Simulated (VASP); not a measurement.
Input of a VASP 6.6.1 run:

INCAR

```
  PREC = Accurate
  ENCUT = 600
  EDIFF = 1E-6
  ISMEAR = 0
  SIGMA = 0.05
  LREAL = F
  LASPH = T
  NELM = 100
  ALGO = Normal
  ISIF = 3
  LWAVE = F
  LCHARG = F
  GGA = RP
  IBRION = 2
  NSW = 40
  EDIFFG = -0.01
```

The input KPOINTS:

```
Automatic mesh
0
Gamma
  6 6 6
```

File POSCAR:

```
BeCl3
1.0
    3.6042760500      2.0809297500      2.5049783100
   -3.6042760500      2.0809297500      2.5049783100
    0.0000000000     -4.1618595000      2.5049783100
Be Cl
1 3
Direct
    0.5000000000      0.5000000000      0.5000000000
    0.0000000000      0.0000000000      0.0000000000
    0.2438947800      0.2438947800      0.2438947800
    0.7561052200      0.7561052200      0.7561052200
```

Potentials or basis: VASP PAW PBE potentials, release 64 (Be, Cl).

Launch:

```sh
$ cat potpaw_PBE.64/Be/POTCAR potpaw_PBE.64/Cl/POTCAR > POTCAR
$ mpirun -np 1 vasp_std > vasp.out
```

Question: What does it give for the relaxed cell?

Answer: a = 5.727 Å, b = 5.727 Å, c = 5.727 Å, α = 80.32°, β = 80.32°, γ = 80.32°.

Question: Estimate the space group after relaxing (to 0.05 Å).

Answer: R-3m (No. 166).

Forces in eV/Å, atoms in the order of the input:
```
Be   0.000  0.000  0.000
Cl   0.000  0.000  0.000
Cl   0.000  0.000  0.004
Cl   0.000  0.000 -0.004
```

Caveat: the PAW data sets were made with another functional, which shifts forces and pressure a little; an odd number of electrons without spin polarisation forces a metal; a magnetic or distorted state may lie lower.
